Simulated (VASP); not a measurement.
Input for VASP

### INCAR
```
PREC = Accurate
GGA = BO
SYSTEM = Si
AGGAC = 0.0
LCHARG = F
LASPH = T
ISIF = 2   ! forces and stress, cell fixed
LUSE_VDW = T
EDIFF = 1E-7
LREAL = F   ! projection in real space or not
ALGO = Normal   ! blocked Davidson
PARAM2 = 0.22
ISMEAR = 0
LWAVE = F
NELM = 100   ! most electronic steps
SIGMA = 0.05   ! width (eV)
ENCUT = 520
PARAM1 = 0.1833333333
```

**KPOINTS**
```
Automatic mesh
0
Gamma
8 8 8
0 0 0
```

**POSCAR**
```
Si
1
    0.0000000000     2.7344950546     2.7344950546
    2.7344950546     0.0000000000     2.7344950546
    2.7344950546     2.7344950546     0.0000000000
Si
2
Direct
  0.0000000000   0.0000000000   0.0000000000
  0.2500000000   0.2500000000   0.2500000000
```

POTCAR, in this order: Si (PBE.64 set). Program: vasp_std.

Write an equivalent input for Quantum ESPRESSO's pw.x.

One equivalent input (not run):
```
&CONTROL
  calculation = 'scf'
  pseudo_dir = './pseudo'
  outdir = './out'
  tprnfor = .true.
  tstress = .true.
/
&SYSTEM
  ibrav = 0
  nat = 2
  ntyp = 1
  ecutwfc = 36
  occupations = 'smearing'
  smearing = 'gaussian'
  degauss = 0.003675
  input_dft = 'vdw-df-obk8'
/
&ELECTRONS
  conv_thr = 7.3e-09
  electron_maxstep = 100
/
ATOMIC_SPECIES
  Si 28.085 Si.upf
CELL_PARAMETERS angstrom
     0.0000000    2.7344951    2.7344951
     2.7344951    0.0000000    2.7344951
     2.7344951    2.7344951    0.0000000
ATOMIC_POSITIONS crystal
  Si   0.0000000  0.0000000  0.0000000
  Si   0.2500000  0.2500000  0.2500000
K_POINTS automatic
  8 8 8 0 0 0
```
The two are equivalent in intent, not identical: the potentials are each code's own (VASP's PAW set, PseudoDojo norm-conserving files in pw.x), so ENCUT and ecutwfc are chosen apart and not converted; conv_thr bounds pw.x's estimated SCF error, while EDIFF bounds the energy change between steps.

The compound is Si in the diamond structure. It was relaxed first.
